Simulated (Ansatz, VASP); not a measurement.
# Cross-check of Pt (zigzag Pt chain) between VASP and Ansatz, part 2 of 2

Aim: how closely do two programs agree when they are given the same cell, functional and k mesh? The cell is taken from a series of runs on this material, whose earlier steps may have relaxed, scaled, displaced or heated it; both programs get it as it stands.

VASP 6.6.1 and Ansatz 0.2.0.

So far, moment of the cell, from the last line of the log: step 4 (comparison) 0.779.

### 6. VASP: single point, PBE, pair 2

Level of this step: PBE, spin-polarised from a ferromagnetic start; plane waves and PAW (Pt) (VASP).

The same cell, functional, mesh and smearing now go to VASP, with its own data sets.

The input, INCAR:

```
SYSTEM = Pt
PREC = Accurate
ENCUT = 500
EDIFF = 1E-06
NELM = 200
ISMEAR = -1
SIGMA = 0.05
LREAL = .FALSE.
ALGO = Normal
GGA = PE
NBANDS = 18
ISPIN = 2
MAGMOM = 0.48 0.48
LASPH = .TRUE.
LMAXMIX = 4
LORBIT = 11
LWAVE = .FALSE.
LCHARG = .FALSE.
ISIF = 2
GGA_COMPAT = .FALSE.
KPAR = 2
```

The input, POSCAR:

```
Pt
1.0
    9.0000000000      0.0000000000      0.0000000000
    0.0000000000      7.5000000000      0.0000000000
    0.0000000000      0.0000000000      4.8125107580
Pt
2
Direct
    0.4633191919      0.5000000000      0.0000000000
    0.5366808081      0.5000000000      0.5000000000
```

The input, KPOINTS:

```
Automatic mesh
0
Gamma
1 1 17
0 0 0
```

PAW data sets: Pt (PBE family, release 64).

The run is started by

```
mpirun -np 2 vasp_std
```

Numbers of over 12 decimals in the logs are rounded to 6 here.

What it wrote:

```text
[... set-up lines as in an earlier step ...]
 entering main loop
       N       E                     dE             d eps       ncg     rms          rms(c)
DAV:   1     0.120162035319E+03    0.12016E+03   -0.56136E+03   648   0.729E+02
DAV:   2     0.463380064916E+01   -0.11553E+03   -0.98574E+02  1014   0.120E+02
DAV:   3    -0.746702318324E+01   -0.12101E+02   -0.11806E+02   710   0.485E+01
DAV:   4    -0.760441371778E+01   -0.13739E+00   -0.13694E+00   724   0.573E+00
[...]
DAV:  14    -0.696165849470E+01   -0.30082E-03   -0.73160E-05   662   0.448E-02    0.166E-02
DAV:  15    -0.696166106592E+01   -0.25712E-05   -0.20018E-05   660   0.300E-02    0.670E-03
DAV:  16    -0.696166190307E+01   -0.83715E-06   -0.46339E-06   664   0.144E-02
   1 F= -.69616619E+01 E0= -.69417619E+01  d E =-.398000E-01  mag=     1.3438
```

Parts of OUTCAR (step 6):

```text
  Total       -0.0435133     -0.2003746     -8.1794163      0.0000000      0.0000000      0.0000000
  in kB       -0.2146137     -0.9882748    -40.3419983      0.0000000      0.0000000      0.0000000
  external PRESSURE =     -13.8482956 kB  Pullay stress =       0.0000000 kB

 POSITION                                       TOTAL-FORCE (eV/Angst)
 -----------------------------------------------------------------------------------
      4.16987      3.75000      0.00000        -0.021972      0.000000      0.000000
      4.83013      3.75000      2.40626         0.021972      0.000000      0.000000
 -----------------------------------------------------------------------------------
    total drift:                               -0.000000      0.000000      0.000000

  FREE ENERGIE OF THE ION-ELECTRON SYSTEM (eV)
  ---------------------------------------------------
  free  energy   TOTEN  =        -6.9616619031 eV

  energy  without entropy=       -6.9218619502  energy(sigma->0) =       -6.94176193

 magnetization (x)
# of ion       s       p       d       tot
------------------------------------------
    1        0.080   0.005   0.521   0.606
    2        0.080   0.005   0.521   0.606
--------------------------------------------------
tot          0.160   0.010   1.042   1.212

[... 3 further parts left out ...]
[key lines of the parts left out:]
E-fermi :  -4.6078
```

### 7. Side by side

What differs besides the data sets and the points named for the pairs above, as far as they apply: the data sets hold 36 valence electrons in Ansatz (on its default PAW (the set named soft_2) files) and 20 in VASP. Total energies have different zeros and are not compared.

The two programs side by side:

```csv
quantity,Ansatz,VASP,difference
pressure (GPa),-1.37,-1.38,+0.01
total moment (μB),1.28,1.34,-0.07
moment on Pt1 (μB),0.48,0.61,-0.12
moment on Pt2 (μB),0.48,0.61,-0.12
```

### 8. Ansatz: single point, PBE, pair 3

With cell and atoms fixed, the geometry can't cause a difference; cores, projectors, grids and the points listed under the comparison can. The cell compared in this pair holds 252.98 Å³, against 324.84 Å³ for the pair before.

The cell is taken from a series of runs on this material, whose earlier steps may have relaxed, scaled, displaced or heated it; both programs get it as it stands.

The input, input.yaml:

```yaml
crystal:
  lattice:
    - [9.0, 0.0, 0.0]
    - [0.0, 7.5, 0.0]
    - [0.0, 0.0, 3.7477959885]
  atoms:
    - { symbol: Pt, position: [0.4196667772, 0.5, 0.0], spin: 0.56 }
    - { symbol: Pt, position: [0.5803332228, 0.5, 0.5], spin: 0.56 }
magnetization:
  spin_polarized: true
kpoints:
  mp_grid: { grid: [1, 1, 22] }
scf:
  occupations: { method: fermi_dirac, width: 0.05 }
hamiltonian:
  xc: pbe
output:
  transmission:
    e_range: [-2, 2]
    de: 0.035
    kmesh: [1, 1]
    reduced_basis: true
    leads: [[0, 0]]
  stress: true
```

The run is started by

```
ansatz run input.yaml --threads 4 --pin off --max-ram 8192MiB --backend cpu --events-out ev --progress --plain --runs-dir out
```

What it wrote:

```text
[...]
Crystal: 2 atoms, lattice volume = 252.976 Å³
Basis set: ecut = 420 eV, 4951 PW (Γ)
Bands: 23, of which v1, the nominal top of the filled ones, is band 18 counted from 1 (17 counted from 0)
Symmetry: 8 space group operations
[...]
k-points: 12 of 22
[...]
Starting moments: Σ|m| = 1.12 μB on 2 of 2 sites
[...]
--- Transmission ---
  basis      : 595 plane waves across, 5 finite elements along
  points     : 1, standing for a mesh of 1 x 1
[...]
crystal 0  : Pt2, at the sites [0, 0], period 3.7478 Å: whole cells are its period
[...]
filled         : 6.2 meV over the level at which it is neutral
    channels       : 1.000000e0 up, 1.000000e0 down
[...]
[key lines of the parts left out:]
SCF converged after 13 iterations
Magnetization: 1.3498 μB (18.6749 up, 17.3251 down)
Free energy (F): -25040.952621 eV
Fermi energy:    -1.709293 eV
P = ⅓ Tr σ = 0.8363 GPa (8.363 kbar)
```

For the moment of the cell, from the last line of the log, step 4 gave 0.779; this run, with another cell and other k-mesh, gives 1.35 (+73 %).

### 9. VASP: single point, PBE, pair 3

The same cell, functional, mesh and smearing now go to VASP, with its own data sets.

INCAR: that of step 6 with these lines changed.

```diff
@@ -12,3 +12,3 @@
 ISPIN = 2
-MAGMOM = 0.48 0.48
+MAGMOM = 0.56 0.56
 LASPH = .TRUE.
```

The input, POSCAR:

```
Pt
1.0
    9.0000000000      0.0000000000      0.0000000000
    0.0000000000      7.5000000000      0.0000000000
    0.0000000000      0.0000000000      3.7477959885
Pt
2
Direct
    0.4196667772      0.5000000000      1.0000000000
    0.5803332228      0.5000000000      0.5000000000
```

The input, KPOINTS:

```
Automatic mesh
0
Gamma
1 1 22
0 0 0
```

The run is started by

```
mpirun -np 2 vasp_std
```

What it wrote:

```text
[... set-up lines as in an earlier step ...]
 entering main loop
       N       E                     dE             d eps       ncg     rms          rms(c)
DAV:   1     0.116774519542E+03    0.11677E+03   -0.61570E+03   864   0.756E+02
DAV:   2     0.173390813729E+01   -0.11504E+03   -0.10089E+03  1276   0.133E+02
DAV:   3    -0.798767348438E+01   -0.97216E+01   -0.94914E+01   934   0.460E+01
DAV:   4    -0.809183344685E+01   -0.10416E+00   -0.10395E+00  1016   0.527E+00
[...]
DAV:  19    -0.708158824137E+01   -0.20166E-04   -0.20874E-05   882   0.300E-02    0.160E-02
DAV:  20    -0.708159516117E+01   -0.69198E-05   -0.14208E-05   870   0.254E-02    0.107E-02
DAV:  21    -0.708159425301E+01    0.90816E-06   -0.46478E-06   884   0.149E-02
   1 F= -.70815943E+01 E0= -.70424169E+01  d E =-.783547E-01  mag=     0.0016
```

OUTCAR, selected parts (step 9):

```text
  Total       -0.4567711     -0.1663707      3.2514509      0.0000000      0.0000000      0.0000000
  in kB       -2.8928740     -1.0536777     20.5924526      0.0000000      0.0000000      0.0000000
  external PRESSURE =       5.5486336 kB  Pullay stress =       0.0000000 kB

 POSITION                                       TOTAL-FORCE (eV/Angst)
 -----------------------------------------------------------------------------------
      3.77700      3.75000      0.00000         0.243151      0.000000      0.000000
      5.22300      3.75000      1.87390        -0.243151      0.000000      0.000000
 -----------------------------------------------------------------------------------
    total drift:                                0.000000      0.000000     -0.000000

  FREE ENERGIE OF THE ION-ELECTRON SYSTEM (eV)
  ---------------------------------------------------
  free  energy   TOTEN  =        -7.0815942530 eV

  energy  without entropy=       -7.0032395661  energy(sigma->0) =       -7.04241691

 magnetization (x)
# of ion       s       p       d       tot
------------------------------------------
    1        0.000  -0.000   0.002   0.002
    2        0.000  -0.000   0.002   0.002
--------------------------------------------------
tot          0.001  -0.001   0.004   0.004

[... 3 further parts left out ...]
[key lines of the parts left out:]
E-fermi :  -3.1951
```

The gap is under twice the smearing width, so the edge states are partly filled and the run can't tell a small gap from a semimetal.

### 10. Comparison

What differs besides the data sets and the points named for the pairs above, as far as they apply: the data sets hold 36 valence electrons in Ansatz (on its default PAW (the set named soft_2) files) and 20 in VASP. Total energies have different zeros and are not compared.

Compared:

```csv
quantity,Ansatz,VASP,difference
pressure (GPa),0.84,0.55,+0.28
total moment (μB),1.35,0.00,+1.35
moment on Pt1 (μB),0.56,0.00,+0.56
moment on Pt2 (μB),0.56,0.00,+0.56
```

The two runs ended with unlike total or site moments, perhaps in different magnetic states; the other differences may follow from that, so they don't measure the programs' precision.

### 11. Results

- difference in total moment (single point, PBE, pair 1): -0.074 μB
- difference in total moment (single point, PBE, pair 2): -0.066 μB
- difference in total moment (single point, PBE, pair 3): 1.3 μB

What this shows: The difference in total moment is -0.074 μB (single point, PBE, pair 1). The data sets hold unlike numbers of valence electrons (36 in Ansatz and 20 in VASP), so part of the differences may come from the potentials. The single point, PBE, pair 3 pair compares unlike magnetic states, so its differences don't measure the programs. The runs of the single point, PBE, pair 3 pair ended with unlike moments, so it says little about numerical agreement. What causes the difference of the single point, PBE, pair 3 pair stays open here. 5 further pairs of this series are not shown here. How closely two codes agree says nothing of how well the functional describes the real material.

[Lines on the potential files, build, host, timing and source positions are cut from VASP's logs without a mark.]

[Logs are printed without paths, hosts, clocks, repeated set-up lines and the standing remarks that a program may print on its own settings, such as how far it seeks lower states.]

[Hosts, paths, dates, database ids (printed as entryN), source tags and the programs' standing remarks are cut or masked in the printed files.]
